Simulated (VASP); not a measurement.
Computed with PBEsol GGA, VASP's PBE PAW potentials (set 64) (plane waves; VASP).

VASP ran on this input.

### INCAR
```
EDIFF  =  1E-7   # SCF stop (eV)
SIGMA  =  0.01
LMAXMIX  =  4
ISMEAR  =  0
ENCUT  =  400
PREC  =  Accurate
NEDOS  =  1001
CSHIFT  =  0.1
GGA  =  PS   # PBEsol
NELM  =  100   # most electronic steps
ALGO  =  Normal   # blocked Davidson
NBANDS  =  144
SYSTEM  =  SnGeSe2
LOPTICS  =  .True.
LCHARG  =  .False.
LWAVE  =  .False.
LASPH  =  .True.   # aspherical one-centre terms
LREAL  =  .False.
```

KPOINTS:
```
K-points
0
Gamma
 13 12 5
0 0 0
```

File POSCAR:
```
SnGeSe2
3.984840
  0.9999999417   0.0000000000   0.0000000000
  0.0000000000   1.0885811989   0.0000000000
  0.0000000000   0.0000000000   2.7855468678
Sn Ge Se
2 2 4
Cart
  0.4999999709   0.3767968237   1.0892733317
  0.4999999709   0.7117843752   2.4820467656
  0.0000000000   0.1479389298   1.7352986468
  0.0000000000   0.9406422690   0.3425252129
  0.0000000000   0.2404528436   2.3622408865
  0.0000000000   0.8481283552   0.9694674526
  0.4999999709   0.2711632765   0.3842808705
  0.4999999709   0.8174179224   1.7770543044
```

POTCAR, in this order: Sn_d Ge_d Se (PBE.64 set). Program: vasp_std.

Output

File OSZICAR:
```
       N       E                     dE             d eps       ncg     rms          rms(c)
DAV:   1     0.765055319846E+03    0.76506E+03   -0.19302E+04 61288   0.858E+02
DAV:   2     0.127143285554E+03   -0.63791E+03   -0.54696E+03 42352   0.324E+02
DAV:   3    -0.287545068801E+02   -0.15590E+03   -0.15060E+03 48096   0.841E+01
DAV:   4    -0.367988343305E+02   -0.80443E+01   -0.80006E+01 49672   0.212E+01
DAV:   5    -0.369248859582E+02   -0.12605E+00   -0.12601E+00 51264   0.279E+00    0.657E+00
DAV:   6    -0.364494727267E+02    0.47541E+00   -0.48188E-02 66608   0.186E+00    0.396E+00
DAV:   7    -0.364094519120E+02    0.40021E-01   -0.11414E-01 60592   0.713E-01    0.128E+00
DAV:   8    -0.364065159063E+02    0.29360E-02   -0.12313E-02 56928   0.362E-01    0.172E-01
DAV:   9    -0.364064257091E+02    0.90197E-04   -0.14941E-03 54832   0.109E-01    0.847E-02
DAV:  10    -0.364064560355E+02   -0.30326E-04   -0.14961E-04 51912   0.273E-02    0.349E-02
DAV:  11    -0.364064685960E+02   -0.12561E-04   -0.16761E-05 56912   0.114E-02    0.773E-03
DAV:  12    -0.364064678161E+02    0.77991E-06   -0.12800E-06 59936   0.409E-03    0.288E-03
DAV:  13    -0.364064679570E+02   -0.14087E-06   -0.50685E-07 50056   0.190E-03    0.816E-04
DAV:  14    -0.364064679669E+02   -0.99699E-08   -0.33175E-08 29320   0.429E-04
   1 F= -.36406468E+02 E0= -.36406468E+02  d E =-.347570E-42
 imaginary and real dielectric function
```

**OUTCAR**
```
------------------------ aborting loop because EDIFF is reached ----------------------------------------
  FORCE on cell =-STRESS in cart. coord.  units (eV):
  Direction    XX          YY          ZZ          XY          YZ          ZX
  --------------------------------------------------------------------------------------
  Total        0.1277204      0.2139716     -0.3187417      0.0000000      0.0000000      0.0000000
  in kB        1.0665148      1.7867455     -2.6616168      0.0000000      0.0000000      0.0000000
  external PRESSURE =       0.0638812 kB  Pullay stress =       0.0000000 kB
  volume of cell :      191.87
      direct lattice vectors                 reciprocal lattice vectors
     3.984839768  0.000000000  0.000000000     0.250951119  0.000000000  0.000000000
     0.000000000  4.337821905  0.000000000     0.000000000  0.230530442  0.000000000
     0.000000000  0.000000000 11.099958581     0.000000000  0.000000000  0.090090426
 POSITION                                       TOTAL-FORCE (eV/Angst)
 -----------------------------------------------------------------------------------
      1.99242      1.50148      4.34058         0.000000     -0.020390      0.008737
      1.99242      2.83635      9.89056         0.000000      0.020390      0.008737
      0.00000      0.58951      6.91489         0.000000      0.020087     -0.032764
      0.00000      3.74831      1.36491         0.000000     -0.020087     -0.032764
      0.00000      0.95817      9.41315         0.000000     -0.001913      0.019524
      0.00000      3.37966      3.86317         0.000000      0.001913      0.019524
      1.99242      1.08054      1.53130         0.000000      0.044637      0.004504
      1.99242      3.25728      7.08128         0.000000     -0.044637      0.004504
 -----------------------------------------------------------------------------------
    total drift:                                0.000000      0.000000     -0.005590
  FREE ENERGIE OF THE ION-ELECTRON SYSTEM (eV)
  ---------------------------------------------------
  free  energy   TOTEN  =       -36.4064679669 eV

  energy  without entropy=      -36.4064679669  energy(sigma->0) =      -36.40646797

 plasma frequency squared (from intraband transitions) (eV^2)
  --------------------------------------------------------------------------------------
       0.000       0.000       0.000
       0.000       0.000       0.000
       0.000       0.000       0.000

 plasma frequency squared (from interband transitions, int dw w eps(2)(w)) (eV^2)
  --------------------------------------------------------------------------------------
     351.506       0.000       0.000       0.000       0.000       0.000
       0.000       0.000     351.591       0.000       0.000       0.000
       0.000       0.000       0.000       0.000     352.240       0.000
```
(Selected blocks of OUTCAR.)

The dielectric response may not be converged in the k-mesh; for small gaps it tends to come out too large. Without a dispersion term in the relaxation, distances and binding between the weakly bound layers, chains or molecules are unreliable, and so is what depends on them.

The structure comes from a computed database's SnGeSe2 entry (Pmc2_1); how it stands against other phases isn't given here. It was relaxed first, which changed the volume by -9 %.
